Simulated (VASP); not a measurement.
OSZICAR of a VASP run on Hf (hcp):

**OSZICAR**
```
       N       E                     dE             d eps       ncg     rms          rms(c)
DAV:   1     0.488802249566E+02    0.48880E+02   -0.11785E+04  2128   0.135E+03
DAV:   2    -0.178385928065E+02   -0.66719E+02   -0.65470E+02  2674   0.271E+02
DAV:   3    -0.198551006833E+02   -0.20165E+01   -0.19906E+01  2910   0.312E+01
DAV:   4    -0.198732306571E+02   -0.18130E-01   -0.18123E-01  2472   0.370E+00
DAV:   5    -0.198735284057E+02   -0.29775E-03   -0.29773E-03  2954   0.378E-01    0.642E+01
DAV:   6    -0.193627270644E+02    0.51080E+00   -0.51300E-01  2278   0.558E+00    0.382E+01
DAV:   7    -0.191855376159E+02    0.17719E+00   -0.89625E-01  2286   0.704E+00    0.196E+00
DAV:   8    -0.191746095653E+02    0.10928E-01   -0.60175E-02  2332   0.186E+00    0.533E-01
DAV:   9    -0.191747591615E+02   -0.14960E-03   -0.13446E-03  3004   0.303E-01    0.237E-01
DAV:  10    -0.191747403007E+02    0.18861E-04   -0.40032E-05  2500   0.517E-02    0.173E-01
DAV:  11    -0.191747474818E+02   -0.71811E-05   -0.62817E-06  2776   0.257E-02    0.196E-02
DAV:  12    -0.191747477503E+02   -0.26848E-06   -0.84596E-07  1658   0.734E-03
   1 F= -.19174748E+02 E0= -.19174725E+02  d E =-.191747E+02
       N       E                     dE             d eps       ncg     rms          rms(c)
DAV:   1    -0.191748509938E+02   -0.10351E-03   -0.36671E-03  2206   0.517E-01    0.133E-01
DAV:   2    -0.191747803091E+02    0.70685E-04   -0.13484E-04  2584   0.953E-02    0.317E-02
DAV:   3    -0.191747581308E+02    0.22178E-04   -0.32437E-05  2548   0.421E-02    0.152E-02
DAV:   4    -0.191747539453E+02    0.41855E-05   -0.10094E-05  2622   0.240E-02    0.116E-02
DAV:   5    -0.191747532997E+02    0.64565E-06   -0.57251E-07  1472   0.578E-03
   2 F= -.19174753E+02 E0= -.19174739E+02  d E =-.554945E-05
```

Problem. Which electronic solver shows in the log?

Solution. It is blocked Davidson (ALGO = Normal, or the opening steps of other solvers). The INCAR had ALGO = Normal.

Problem. Can the final energy be trusted as converged?

Solution. Self-consistency was reached. It stopped with EDIFF = 1E-6, NELM = 100, NSW = 60 and EDIFFG = -0.01 after 2 ionic steps (revPBE GGA, plane waves, VASP's PBE PAW potentials (set 64)).

The compound is Hf in the hcp structure. This run relaxes it. Symmetry was kept, so distortions that lower it aren't found. The start is the result of an earlier pass.
